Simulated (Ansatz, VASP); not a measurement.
**One calculation of SnC2, two programs**

```
Sn C
1.0
     3.34352    0.00000    0.00000
    -1.67176    2.89557    0.00000
     0.00000    0.00000    4.15446
Sn C
1 2
Direct
  0.00000 0.00000 0.00000
  0.66667 0.33333 0.65910
  0.66667 0.33333 0.34090
```

Alike in both runs: functional PBE; k mesh 6 × 6 × 4; occupations gaussian, width 0.1 eV; no spin polarisation.

Ansatz relaxed the structure, and its values are those at the end. VASP's run is a single point on that final structure, the one shown.

|  | VASP | Ansatz |
| --- | --- | --- |
| version | VASP 6.6.1 | Ansatz 0.2.0 |
| potentials or method | VASP PAW PBE potentials, release 64 (Sn_d, C) | scalar-relativistic, plane waves, PAW |
| plane-wave cutoff (eV) | 520 | 420 |
| valence electrons in the cell | 22 | 22 |

Ansatz gave:

| Item | Value |
| --- | --- |
| gap on the k mesh at the Fermi level (eV) | none |
| pressure (GPa) | 0.2 |
| rms of the force components (eV/Å) | 0.004 |

Task: Estimate VASP's values.

Result: gap on the k mesh at the Fermi level (eV): none; pressure (GPa): 0.3; rms of the force components (eV/Å): 0.036.

A gap of «none» marks a metal or a gap that the smearing closes. The functional is the same, so the differences come from potentials, cutoffs and numerics.

Caveats: the k mesh is coarse (spacing up to 0.38 Å⁻¹), so the values aren't converged.
